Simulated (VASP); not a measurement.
The input files of a VASP run:

POSCAR:
```
ZrB
1
    3.3575627908     0.0000000000     0.0000000000
   -1.6787813954     2.9077348557    -0.0000000000
    0.0000000000     0.0000000000     6.1142747693
Zr B
2 2
Direct
  0.0000000000   0.0000000000   0.0000000000
  0.0000000000   0.0000000000   0.5000000000
  0.3333330000   0.6666670000   0.2500000000
  0.6666670000   0.3333330000   0.7500000000
```

### KPOINTS
```
Automatic mesh
0
G
  12 12 6
0 0 0
```

INCAR:
```
GGA = PS   # PBEsol
SYSTEM = ZrB
EDIFF = 1E-7   # SCF stop (eV)
LASPH = T   # aspherical one-centre terms
LREAL = F   # projection in real space or not
ISIF = 2   # forces and stress, cell fixed
NEDOS = 601   # DOS grid
LCHARG = T
ALGO = Normal   # blocked Davidson
ENCUT = 520
LEFG = T
LWAVE = F
ISMEAR = -5   # tetrahedra, Bloechl
LMAXMIX = 4   # l cut-off of mixed one-centre charges
NELM = 100   # most electronic steps
LORBIT = 11
PREC = Accurate
```

POTCAR, in this order: Zr_sv B (PBE.64 set). Program: vasp_std.

Translate this PBEsol calculation to Quantum ESPRESSO's pw.x.

One equivalent input (not run):
```
&CONTROL
  calculation = 'scf'
  pseudo_dir = './pseudo'
  outdir = './out'
  tprnfor = .true.
  tstress = .true.
/
&SYSTEM
  ibrav = 0
  nat = 4
  ntyp = 2
  ecutwfc = 76
  occupations = 'tetrahedra'
  input_dft = 'pbesol'
/
&ELECTRONS
  conv_thr = 7.3e-09
  electron_maxstep = 100
/
ATOMIC_SPECIES
  Zr 91.224 Zr.upf
  B 10.810 B.upf
CELL_PARAMETERS angstrom
     3.3575628    0.0000000    0.0000000
    -1.6787814    2.9077349   -0.0000000
     0.0000000    0.0000000    6.1142748
ATOMIC_POSITIONS crystal
  Zr   0.0000000  0.0000000  0.0000000
  Zr   0.0000000  0.0000000  0.5000000
  B    0.3333330  0.6666670  0.2500000
  B    0.6666670  0.3333330  0.7500000
K_POINTS automatic
  12 12 6 0 0 0
```
The two are equivalent in intent, not identical: the potentials are each code's own (VASP's PAW set, PseudoDojo norm-conserving files in pw.x), so ENCUT and ecutwfc are chosen apart and not converted; conv_thr bounds pw.x's estimated SCF error, while EDIFF bounds the energy change between steps; the field gradients of LEFG aren't asked of the other code.

The structure was generated: ZrB was put into the NiAs type type (P6_3/mmc), which need not be its known phase. It was relaxed first, which changed the volume by -29 %.
